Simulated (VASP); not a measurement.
Data:

```yaml
crystal:
  lattice:
    - [5.63310, 0.00000, 0.00000]
    - [0.00000, 5.63310, 0.00000]
    - [0.00000, 0.00000, 5.63310]
  atoms:
    - { symbol: Pr, position: [0.00000, 0.00000, 0.00000], spin: 2.0 }
    - { symbol: Br, position: [0.50000, 0.00000, 0.00000] }
    - { symbol: Br, position: [0.00000, 0.00000, 0.50000] }
    - { symbol: Br, position: [0.00000, 0.50000, 0.00000] }
```

Level of theory: PBE GGA, VASP's PBE PAW potentials (set 64) (plane waves; VASP 6.6.1). Run with 300 eV cut-off, 3×3×3 Γ-centred mesh, Gaussian smearing of 0.27 eV, potentials Pr Br.

At this cut-off the stress carries a Pulay error, which pulls relaxed volumes low. The moments were started parallel, and other spin orders were not tried in this run.

Question: Give the stress tensor in GPa (positive for a compressed cell).

Answer: 
```
2.24  0.00  0.00
0.00  2.24  0.00
0.00  0.00  2.24
```
The pressure is its mean diagonal, 2.24 GPa.

The structure was generated: PrBr3 was put into an ordered model structure, which need not be its known phase. The cell was not relaxed at this level. The k-mesh is coarse (spacing up to 0.37 per Å, 2π included), so the numbers may not be converged in it.
